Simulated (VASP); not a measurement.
# HfZr (space group P-6m2): computed properties

These are PBEsol GGA, VASP's PBE PAW potentials (set 64) (plane waves; VASP) values and carry that method's errors.

```yaml
space_group: P-6m2 (187)
cell: a = b = 3.1712 Å, c = 5.0503 Å, α = β = 90.00°, γ = 120.00°
volume_per_atom: 21.99 Å^3/atom
band gap (over mesh and band path): none (metal, semimetal or under 0.01 eV)
hill_bulk_modulus: 1070 kbar
hill_shear_modulus: 39.7 GPa
Poisson's ratio: 0.335
band_gap_with_spin_orbit_coupling: none (metallic)
density: 10.18 g/cm³
optical Γ-point spectrum: 77 (×2), 129 cm⁻¹
C11: 159 GPa
C12: 82.6 GPa
C13: 71.6 GPa
C33: 192 GPa
C44: 34.3 GPa
C66: 38.4 GPa
```

```
CELL_PARAMETERS angstrom
      3.17122     0.00000     0.00000
     -1.58561     2.74636     0.00000
      0.00000     0.00000     5.05029
ATOMIC_POSITIONS crystal
  Zr 0.66667 0.33333 0.00000
  Hf 0.00000 0.00000 0.50000
```

Finite-difference elastic constants of metals are sensitive to mesh and smearing; shear constants can be off by tens of GPa. Unless said otherwise, spin-orbit coupling is left out, though it shifts the bands of the heavy elements here.

The structure comes from a computed database's HfZr entry (P-6m2); how it stands against other phases isn't given here. It was relaxed first. Symmetry was kept, so distortions that lower it aren't found.
